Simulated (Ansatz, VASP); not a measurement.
# Cross-check of GaSiMo (GaSiMo in the AlB2 type) between VASP and Ansatz, part 2 of 2

Aim: how closely do two programs agree when they are given the same cell, functional and k mesh? The cell is generated by rule, not measured, and may not be a known phase. The cell is taken from a series of runs on this material, whose earlier steps may have relaxed, scaled, displaced or heated it; both programs get it as it stands.

VASP 6.6.1 and Ansatz 0.2.0.

So far: The structure; VASP: relaxation of cell and atoms, PBEsol, pair 1.

The structure was built from a prototype and need not be the compound's stable phase.

## 3. Ansatz: relaxation of cell and atoms, PBEsol, pair 1

Level of this step: Ansatz beside VASP: Kohn-Sham DFT, plane waves, PBEsol (Ansatz).

Ansatz runs on its PAW soft_1 files.

The same cell, functional, mesh and smearing now go to Ansatz, which takes its cutoff from its data sets.

The input, input.yaml:

```yaml
crystal:
  lattice:
    - [4.3063389329, -3.1626e-06, 0.0]
    - [-2.1531667276, 3.7294004945, 0.0]
    - [0.0, 0.0, 2.6446314141]
  atoms:
    - { symbol: Mo, position: [0.0, 0.0, 0.0] }
    - { symbol: Ga, position: [0.3333333333, 0.6666666667, 0.5] }
    - { symbol: Si, position: [0.6666666667, 0.3333333333, 0.5] }
kpoints:
  mp_grid: { grid: [9, 9, 12] }
hamiltonian:
  xc: pbesol
  pseudopotentials: { kind: paw, azcp: { folder: soft_1 }, xc_functional: pbe }
scf:
  occupations: { method: gaussian, width: 0.1 }
output:
  forces: true
  stress: true
  eigenvalues: true
relax:
  adjacent_minimum: "off"
  f_tol: 0.005
  max_steps: 80
  cell: { stress_tol: 0.05 }
```

The run is started by

```bash
$ ansatz run input.yaml --threads 4 --pin off --max-ram 12288MiB --backend cpu --events-out ev --progress --plain --runs-dir out
```

Numbers of over 12 decimals in the logs are rounded to 6 here.

The program printed:

```text
Engine: ansatz 0.2.0, x86_64-unknown-linux-gnu
Pseudopotentials: kind: paw
Pseudopotential: Mo, paw, valence charge 14, recommended cutoff 420 eV (normal), soft_1/Mo.paw.azcp
Pseudopotential: Ga, paw, valence charge 13, recommended cutoff 420 eV (normal), soft_1/Ga.paw.azcp
Pseudopotential: Si, paw, valence charge 4, recommended cutoff 420 eV (normal), soft_1/Si.paw.azcp
Functional definition: PBEsol
  exchange = pbesol_x
  correlation = pbesol_c
Crystal: 3 atoms, lattice volume = 42.473 Å³
Basis set: ecut = 420 eV, 819 PW (Γ), exchange–correlation on 60×60×36 points (8 copies of the dense FFT grid, shifted against one another)
Bands: 20, of which v1, the nominal top of the filled ones, is band 16 counted from 1 (15 counted from 0)
Symmetry: 12 space group operations
Space group: P-6m2 (ITA 187), of the structure as read, at distance tolerance 3.5e-5 Å
k-points: 84 of 972 (time reversal used)
Non-local potential: Mo, projectors of the file, l = 0: 3, l = 1: 2, l = 2: 2, l = 3: 1
Non-local potential: Ga, projectors of the file, l = 0: 2, l = 1: 2, l = 2: 3, l = 3: 1
Non-local potential: Si, projectors of the file, l = 0: 2, l = 1: 2, l = 2: 1
PAW form: soft (Blöchl's): semilocal exchange-correlation on the pseudo side does not see the compensation charge
PAW frozen core: Mo, regenerated for the run's functional, and the local potential with it (the file was generated under x = pbe(κ = 0.804, μ = 0.219515), c = pbe(β = 0.066725))
PAW frozen core: Ga, regenerated for the run's functional, and the local potential with it (the file was generated under x = pbe(κ = 0.804, μ = 0.219515), c = pbe(β = 0.066725))
PAW frozen core: Si, regenerated for the run's functional, and the local potential with it (the file was generated under x = pbe(κ = 0.804, μ = 0.219515), c = pbe(β = 0.066725))
PAW one-centre angular grid: Mo, 590 points (default); XC on 64 Gauss nodes
PAW one-centre angular grid: Ga, 590 points (default); XC on 64 Gauss nodes
PAW one-centre angular grid: Si, 110 points (default); XC on 64 Gauss nodes
Initial density: superposition of atomic densities (chi_scale 0.1, normalization cell, long waves kept (reshape's long-wave potential 0.00 eV rms))
Initial wavefunctions: pseudopotential atomic-orbital guess
Functional: x = pbesol(κ = 0.804, μ = 0.123457), c = pbesol(β = 0.046)
SCF iter   1: F=—  HF=-9263.585135 eV  |F-HF|=—  |Δ(HF+E_count)|=         —  Δρ=1.04e-1  dr2=7.75e0  ethr=3.10e-3  ⟨swp⟩=5.4  Hψ=8184  notcnv=0
preconditioner: auto → none  [metal: Δε(μ)=0.004 eV  Ē_g=12.372 eV  σ=0.100 eV  W_gap=0.03  n_scr=8 (ndim 8)  ℏωp=27.3 eV  f_vac=0.000  D(μ)=1.83/eV (n_scr^D=8)  sad-step TF]
SCF iter   2: F=—  HF=-9262.696855 eV  |F-HF|=—  |Δ(HF+E_count)|=   8.88e-1  Δρ=7.07e-2  dr2=3.84e0  ethr=3.10e-3  ⟨swp⟩=2.1  Hψ=2940  notcnv=0  defer=19
SCF iter   3: F=—  HF=-9261.980239 eV  |F-HF|=—  |Δ(HF+E_count)|=   7.17e-1  Δρ=1.19e-2  dr2=9.64e-2  ethr=3.10e-3  ⟨swp⟩=2.9  Hψ=3480  notcnv=0  defer=19
SCF iter   4: F=—  HF=-9261.959696 eV  |F-HF|=—  |Δ(HF+E_count)|=   2.05e-2  Δρ=3.58e-3  dr2=3.15e-3  ethr=3.11e-4  ⟨swp⟩=2.0  Hψ=3650  notcnv=0  defer=20
SCF iter   5: F=—  HF=-9261.957076 eV  |F-HF|=—  |Δ(HF+E_count)|=   2.62e-3  Δρ=8.23e-4  dr2=1.34e-4  ethr=1.02e-5  ⟨swp⟩=2.0  Hψ=2650  notcnv=0  defer=20
SCF iter   6: F=—  HF=-9261.957173 eV  |F-HF|=—  |Δ(HF+E_count)|=   9.70e-5  Δρ=1.72e-4  dr2=1.19e-5  ethr=4.32e-7  ⟨swp⟩=2.8  Hψ=3216  notcnv=0  defer=20
SCF iter   7: F=—  HF=-9261.957156 eV  |F-HF|=—  |Δ(HF+E_count)|=   1.67e-5  Δρ=2.81e-5  dr2=1.75e-7  ethr=3.83e-8  ⟨swp⟩=2.1  Hψ=2228  notcnv=0  defer=20
SCF iter   8: F=-9261.957156 eV  HF=-9261.957156 eV  |F-HF|=2.93e-9  |Δ(HF+E_count)|=   5.59e-8  Δρ=3.85e-6  dr2=4.58e-9  ethr=3.23e-10  ⟨swp⟩=5.5  Hψ=5943  notcnv=0
SCF 1 converged in 8 iterations: F = -9261.957156 eV  dr2 = 4.58e-9
  greatest PAW one-centre occupation: 0.999 electrons in one spin orbital (limit 2), on the Mo atom at site 0 (counted from 0), in its partial waves of l = 0
relax step   1: F+E_penalty+E_count = -9261.95715592 eV  Δ(F+E_penalty+E_count) = +0.000e0 eV  max|allowed force component| = 3.855e-18 eV/Å  Δτ_max = 0.0000 Å  P = +0.293 GPa  Ω = 42.473 Å³  (8 SCF iters, dr2 threshold 1.00e-7 eV, accepted)
[...]
relax step   2: F+E_penalty+E_count = -9261.96673534 eV  Δ(F+E_penalty+E_count) = -9.579e-3 eV  max|allowed force component| = 9.252e-18 eV/Å  Δτ_max = 0.0000 Å  P = +0.706 GPa  Ω = 42.478 Å³  energy of the carried Pulay correction = +7.470e-6 eV  (6 SCF iters, dr2 threshold 3.00e-7 eV, accepted)
[...]
relax step   3: F+E_penalty+E_count = -9261.96702083 eV  Δ(F+E_penalty+E_count) = -2.855e-4 eV  max|allowed force component| = 1.927e-17 eV/Å  Δτ_max = 0.0000 Å  P = -0.269 GPa  Ω = 42.718 Å³  energy of the carried Pulay correction = -3.631e-5 eV  (6 SCF iters, dr2 threshold 3.00e-7 eV, accepted)
[...]
relax step   4: F+E_penalty+E_count = -9261.96708949 eV  Δ(F+E_penalty+E_count) = -6.866e-5 eV  max|allowed force component| = 1.388e-17 eV/Å  Δτ_max = 0.0000 Å  P = -0.002 GPa  Ω = 42.651 Å³  energy of the carried Pulay correction = -2.415e-5 eV  (6 SCF iters, dr2 threshold 2.39e-7 eV, accepted)
[...]
relax step   5: F+E_penalty+E_count = -9261.96711268 eV  Δ(F+E_penalty+E_count) = -2.318e-5 eV  max|allowed force component| = 2.159e-17 eV/Å  Δτ_max = 0.0000 Å  P = -0.002 GPa  Ω = 42.651 Å³  stress off target by 3.19e-3 GPa  SCF on the basis re-selected at this cell (its energy is not comparable with the rows above)  (6 SCF iters)
basis re-selected at this cell: Δ(F+E_penalty+E_count) = -2.318e-5 eV, ΔP = -0.000 GPa vs the last step (what re-selecting the basis moved, of the pressure what is left beyond the Pulay correction that the steps carried, after the strain that the cell walked since its last selection, with what the two solves' SCF thresholds leave and, on support functions, any second-order correction that the steps lacked; it is no m [...]
SCF converged after 6 iterations
Free energy (F): -9261.967113 eV
Harris-Foulkes:  -9261.967113 eV  (|F-HF|=3.64e-12)
Internal energy: -9261.954826 eV  (E = F + TS)
E sigma→0 (E₀):  -9261.960969 eV
Entropy (-TS):   -0.012287 eV (-4.096 meV/atom)
Fermi energy:    16.149314 eV
--- Per-component energies (eV) ---
  E_band       = -43.828701
  E_kinetic    = 580.369487
  E_local      = -2248.832871  (includes V_loc(G=0)·N_el)
  E_nonlocal   = 81.301489
  E_hartree    = 1219.504702
  E_xc         = -296.859093
  E_vxc        = -326.924524  (∫ρ·V_xc dr)
  E_paw        = -5603.714732  (= ΣΔE_a)
  E_vpaw       = -568.751593  (= ΣTr[D̂ρ^β])
  E_aug_tail   = -0.000103  (compensation charges beyond the density's cutoff)
  E_ewald      = -2994.827543
  E_core_change = 1.103840  (= ΣΔE_core)
  E_smearing   = -0.012287  (= −TS)
  E_closure    = 0.000000  (closes the sum)
  Σ components = -9261.967113   (vs F -9261.967113, Δ=0.00e0)
--- Forces (eV/Å), atoms counted from 1 ---
  atom   1  Mo     0.00000000    -0.00000000     0.00000000
  atom   2  Ga    -0.00000000    -0.00000000     0.00000000
  atom   3  Si    -0.00000000     0.00000000     0.00000000
  max |Σ_I F_I| component: 2.54e-17 eV/Å
--- Stress (GPa, compression-positive) ---
       -0.003195       0.000000       0.000000
        0.000000      -0.003195       0.000000
        0.000000       0.000000      -0.000297
  P = ⅓ Tr σ = -0.0022 GPa (-0.022 kbar)
--- Band table (eV; the first three rows and the last of 84) ---
  k-point 0: bands = [... 12 lower, 12.0392, 12.5037, 16.2393, 16.2393, 17.9452, 17.9452, 19.8490, 19.8490]
  k-point 1: bands = [... 12 lower, 12.2388, 12.7457, 15.6691, 15.6691, 18.4774, 18.4774, 19.7878, 19.7878]
  k-point 2: bands = [... 12 lower, 12.7097, 13.4404, 14.6811, 14.6811, 18.9954, 19.3651, 19.3651, 19.6107]
  k-point 83: bands = [... 12 lower, 12.3520, 13.5081, 15.5426, 16.0960, 16.6324, 16.8172, 17.0901, 22.3383]
--- Relaxed structure (4 steps of the walk, 4 accepted, 1 SCFs on fresh bases) ---
  F+E_penalty+E_count = -9261.96711268 eV   max|allowed force component| = 2.159e-17 eV/Å   (the final SCF, on the basis selected at the relaxed cell)
  cell:  # Å, volume = 42.6511 Å³
    - [4.340429, -3.187611755779138e-6, 0.0]
    - [-2.170212, 3.758924, 0.0]
    - [0.0, 0.0, 2.614170]
  atoms:
    - { symbol: Mo, position: [0, 0, 0.0] }
    - { symbol: Ga, position: [0.333333, 0.666667, 0.5] }
    - { symbol: Si, position: [0.666667, 0.333333, 0.5] }
```

In the SCF lines HF is the Harris–Foulkes energy and dr2 the Hartree energy of the density residual, in eV; the loop may stop once dr2 is under the threshold and the program's other checks hold. Hψ counts applications of the Hamiltonian.

## 4. Differences

Known differences besides the potentials themselves: the cutoff is 420 eV in Ansatz and 500 eV in VASP; Ansatz makes its cores anew for this functional, VASP keeps those of its PBE data sets; Ansatz adds a Pulay correction to the stress that steers its cell, VASP none. Total energies have different zeros and are not compared.

Both answers:

```
                                         quantity  Ansatz   VASP  difference
                                      volume (Å³)   42.65  42.72     -0.16 %
edge a after relaxation, in the typed setting (Å)   4.340  4.343     -0.06 %
edge c after relaxation, in the typed setting (Å)   2.614  2.615     -0.05 %
```

## 5. VASP: relaxation of cell and atoms, PBEsol, pair 2

The relaxed volume is the usual yardstick between codes: in a stiff, nearly cubic crystal its relative difference is about their pressure difference at one cell divided by the bulk modulus.

The input, INCAR:

```
SYSTEM = GaSiMo
PREC = Accurate
ENCUT = 500
EDIFF = 1E-07
NELM = 120
ISMEAR = 1
SIGMA = 0.2
LREAL = .FALSE.
ALGO = Normal
GGA = PS
NBANDS = 21
LASPH = .TRUE.
LORBIT = 11
LWAVE = .FALSE.
LCHARG = .FALSE.
ISIF = 3
IBRION = 2
NSW = 80
EDIFFG = -0.005
GGA_COMPAT = .FALSE.
NELMIN = 4
KPAR = 2
```

The input, POSCAR:

```
GaSiMo
1.0
    4.3404290000     -0.0000030000      0.0000000000
   -2.1702120000      3.7589240000      0.0000000000
    0.0000000000      0.0000000000      2.6141700000
Mo Ga Si
1 1 1
Direct
    0.0000000000      0.0000000000      0.0000000000
    0.3333333658      0.6666665780      0.5000000000
    0.6666667316      0.3333331560      0.5000000000
```

The input, KPOINTS:

```
Automatic mesh
0
Gamma
9 9 12
0 0 0
```

The projector-augmented-wave data sets are Mo_sv, Ga_d and Si (PBE family, release 64).

The run is started by

```bash
$ mpirun -np 2 vasp_std
```

The program printed:

```text
[banner, memory and clock lines left out]
running    2 mpi-ranks, on    1 nodes
[...]
[... a notice as in an earlier step ...]

 LDA part: xc-table for (Slater+PW92), standard interpolation
 POSCAR, INCAR and KPOINTS ok, starting setup
[...]
entering main loop
       N       E                     dE             d eps       ncg     rms          rms(c)
DAV:   1     0.253601265548E+03    0.25360E+03   -0.14712E+04  3711   0.213E+03
DAV:   2    -0.296861110166E+01   -0.25657E+03   -0.24639E+03  3745   0.508E+02
DAV:   3    -0.211208100484E+02   -0.18152E+02   -0.17214E+02  4119   0.111E+02
DAV:   4    -0.215699619376E+02   -0.44915E+00   -0.44362E+00  4192   0.170E+01
[...]
DAV:  12    -0.206369037955E+02   -0.29056E-06   -0.86650E-06  4188   0.269E-02    0.427E-03
DAV:  13    -0.206369034365E+02    0.35901E-06   -0.80060E-07  4066   0.850E-03    0.191E-03
DAV:  14    -0.206369034115E+02    0.25004E-07   -0.44808E-08  2329   0.199E-03
   1 F= -.20636903E+02 E0= -.20635182E+02  d E =-.206369E+02
[...]
DAV:   6    -0.206368796429E+02    0.32452E-05   -0.28364E-06  4801   0.180E-02    0.173E-03
DAV:   7    -0.206368797166E+02   -0.73789E-07   -0.26679E-07  3247   0.464E-03
   2 F= -.20636880E+02 E0= -.20635227E+02  d E =0.236948E-04
 trial-energy change:    0.000024  1 .order    0.000017   -0.000191    0.000225
 step:   0.4358(harm=  0.4583)  dis= 0.00000  next Energy=   -20.636944 (dE=-0.410E-04)
[...]
N       E                     dE             d eps       ncg     rms          rms(c)
DAV:   1    -0.206378740575E+02   -0.99441E-03   -0.17368E-02  4204   0.165E+00    0.267E-01
DAV:   2    -0.206371722747E+02    0.70178E-03   -0.30576E-03  3883   0.587E-01    0.794E-02
DAV:   3    -0.206369918532E+02    0.18042E-03   -0.37716E-04  4545   0.194E-01    0.436E-02
DAV:   4    -0.206369472719E+02    0.44581E-04   -0.89098E-05  3943   0.941E-02    0.205E-02
DAV:   5    -0.206369444510E+02    0.28209E-05   -0.47596E-06  4426   0.222E-02    0.988E-03
DAV:   6    -0.206369447175E+02   -0.26654E-06   -0.88794E-07  4538   0.101E-02    0.100E-03
DAV:   7    -0.206369446211E+02    0.96376E-07   -0.74694E-08  2090   0.270E-03
   3 F= -.20636945E+02 E0= -.20635253E+02  d E =-.412096E-04
[...]
reached required accuracy - stopping structural energy minimisation
```

From OUTCAR (step 5):

```text
  Total       -0.0082501     -0.0082501      0.0073983      0.0000000      0.0000000      0.0000000
  in kB       -0.3095478     -0.3095479      0.2775890      0.0000000      0.0000000      0.0000000
  external PRESSURE =      -0.1138356 kB  Pullay stress =       0.0000000 kB

 POSITION                                       TOTAL-FORCE (eV/Angst)
 -----------------------------------------------------------------------------------
      0.00000      0.00000      2.61594        -0.000000     -0.000000      0.000000
      0.00000      2.50657      1.30797        -0.000000      0.000000     -0.000000
      2.17076      1.25328      1.30797         0.000000      0.000000     -0.000000
 -----------------------------------------------------------------------------------
    total drift:                               -0.000001     -0.000006     -0.000000

  FREE ENERGIE OF THE ION-ELECTRON SYSTEM (eV)
  ---------------------------------------------------
  free  energy   TOTEN  =       -20.6369446211 eV

  energy  without entropy=      -20.6318710943  energy(sigma->0) =      -20.63525345

[... 2 parts as in an earlier step ...]

[... 2 further parts left out ...]
[key lines of the parts left out:]
E-fermi :  10.9995
```

## 6. Ansatz: relaxation of cell and atoms, PBEsol, pair 2

The same cell, functional, mesh and smearing now go to Ansatz, which takes its cutoff from its data sets.

The cell is taken from a series of runs on this material, whose earlier steps may have relaxed, scaled, displaced or heated it; both programs get it as it stands.

input.yaml, the sections that differ from step 3:

```yaml
crystal:
  lattice:
    - [4.3404293023, -3.1876e-06, 0.0]
    - [-2.1702118906, 3.7589236329, 0.0]
    - [0.0, 0.0, 2.6141697407]
  atoms:
    - { symbol: Mo, position: [0.0, 0.0, 0.0] }
    - { symbol: Ga, position: [0.3333333333, 0.6666666667, 0.5] }
    - { symbol: Si, position: [0.6666666667, 0.3333333333, 0.5] }
scf:
  occupations: { method: methfessel_paxton, width: 0.2 }
relax:
  adjacent_minimum: "off"
  f_tol: 0.001
  max_steps: 60
  cell: { stress_tol: 0.01 }
# kpoints, hamiltonian, output: as in step 3
```

The run is started by

```bash
$ ansatz run input.yaml --threads 4 --pin off --max-ram 12288MiB --backend cpu --events-out ev --progress --plain --runs-dir out
```

The program printed:

```text
[...]
Crystal: 3 atoms, lattice volume = 42.651 Å³
Basis set: ecut = 420 eV, 855 PW (Γ), exchange–correlation on 60×60×36 points (8 copies of the dense FFT grid, shifted against one another)
Bands: 20, of which v1, the nominal top of the filled ones, is band 16 counted from 1 (15 counted from 0)
Symmetry: 12 space group operations
[...]
k-points: 84 of 972 (time reversal used)
[...]
--- Relaxed structure (4 steps of the walk, 4 accepted, 1 SCFs on fresh bases) ---
[...]
cell:  # Å, volume = 42.6293 Å³
    - [4.338880, -3.186466659782528e-6, 0]
    - [-2.169437, 3.757582, 0]
    - [0, 0, 2.614705]
  atoms:
    - { symbol: Mo, position: [0, 0, 0] }
    - { symbol: Ga, position: [0.333333, 0.666667, 0.500000] }
    - { symbol: Si, position: [0.666667, 0.333333, 0.500000] }
[key lines of the parts left out:]
SCF converged after 6 iterations
Free energy (F): -9261.963268 eV
Fermi energy:    16.160500 eV
P = ⅓ Tr σ = 0.0002 GPa (0.002 kbar)
```

## 7. Differences

Both answers:

```
                                         quantity  Ansatz   VASP  difference
                                      volume (Å³)   42.63  42.70     -0.17 %
edge a after relaxation, in the typed setting (Å)   4.339  4.341     -0.06 %
edge c after relaxation, in the typed setting (Å)   2.615  2.616     -0.05 %
```

## 8. What came out

| Property | Result |
| --- | --- |
| difference in volume (relaxation of cell and atoms, PBEsol, pair 1) | -0.16 % |
| difference in volume (relaxation of cell and atoms, PBEsol, pair 2) | -0.17 % |

In words: The difference in volume is -0.17 % (relaxation of cell and atoms, PBEsol, pair 2), within the 1.2 % picked in this series as the mark of a large difference, as far as the stopping tolerances let one tell. How closely two codes agree says nothing of how well the functional describes the real material.

[Lines on the potential files, build, host, timing and source positions are cut from VASP's logs without a mark.]

[Logs are printed without paths, hosts, clocks, repeated set-up lines and the standing remarks that a program may print on its own settings, such as how far it seeks lower states.]

[Hosts, paths, dates, database ids (printed as entryN), source tags and the programs' standing remarks are cut or masked in the printed files.]
